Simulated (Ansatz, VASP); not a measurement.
**One calculation of K3Pd, two programs**

```
K Pd
1.0
     5.44501    0.00000    0.00000
     0.00000    5.44501    0.00000
     0.00000    0.00000    5.44501
K Pd
3 1
Direct
  0.50000 0.50000 0.00000
  0.50000 0.00000 0.50000
  0.00000 0.50000 0.50000
  0.00000 0.00000 0.00000
```

Alike in both runs: task single point; functional PBE; k mesh 4 × 4 × 4; occupations gaussian, width 0.1 eV; no spin polarisation.

```csv
,VASP,Ansatz
version,VASP 6.6.1,Ansatz 0.2.0
potentials or method,"VASP PAW PBE potentials, release 64 (K_sv, Pd)","scalar-relativistic, plane waves, PAW"
plane-wave cutoff (eV),520,470
valence electrons in the cell,37,45
```

|  | VASP | Ansatz | Ansatz less VASP |
| --- | --- | --- | --- |
| gap on the k mesh at the Fermi level (eV) | none | none | - |
| pressure (GPa) | 0.0 | 0.0 | +0.01 |

A gap of «none» marks a metal or a gap that the smearing closes. The functional is the same, so the differences come from potentials, cutoffs and numerics. The two sets of potentials don't hold the same shells in valence.
